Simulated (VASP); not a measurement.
Calculation: r2SCAN meta-GGA, VASP's PBE PAW potentials (set 64) (plane waves; VASP). Each cell was relaxed at this level, without spin-orbit coupling.

Question: Which of these comes out without a gap?
A. ZnO, P6_3mc (186)
B. Tc, P6_3/mmc (194)
C. NaI, Fm-3m (225)
D. C, Fd-3m (227)

Answer: B, Tc, P6_3/mmc (194). The others have gaps of 4.48 eV (NaI, Fm-3m (225)), 1.23 eV (ZnO, P6_3mc (186)), 4.33 eV (C, Fd-3m (227)).
